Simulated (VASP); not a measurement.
Data:

```
CELL_PARAMETERS angstrom
      0.00000     3.42946     3.42946
      3.42946     0.00000     3.42946
      3.42946     3.42946     0.00000
ATOMIC_POSITIONS crystal
  Y  0.00000 0.00000 0.00000
  P  0.25000 0.25000 0.25000
```

Calculation: PBEsol GGA, VASP's PBE PAW potentials (set 64) (plane waves; VASP). Run with 400 eV cut-off, 8×8×8 Γ-centred mesh, first-order Methfessel-Paxton smearing of 0.10 eV, potentials Y_sv P.

Energy and stress use the plane-wave basis of the starting cell.

Problem. The ions, cell shape and volume are relaxed. What does this cell relax into?

Solution. 
```
CELL_PARAMETERS angstrom
      0.00000     3.11076     3.11076
      3.11076     0.00000     3.11076
      3.11076     3.11076     0.00000
ATOMIC_POSITIONS crystal
  Y  0.00000 0.00000 0.00000
  P  0.25000 0.25000 0.25000
```
Space group F-43m (216), at a tolerance of 0.03 Å.

Problem. How do energy and volume change from the first to the last step?

Solution. The energy (σ→0) changes by -396.4 meV/atom and the volume by -25.4 %, in 3 ionic steps.

The structure was generated: YP was put into the zinc blende type (F-43m), which need not be its known phase. This run relaxes it. Symmetry was kept, so distortions that lower it aren't found.
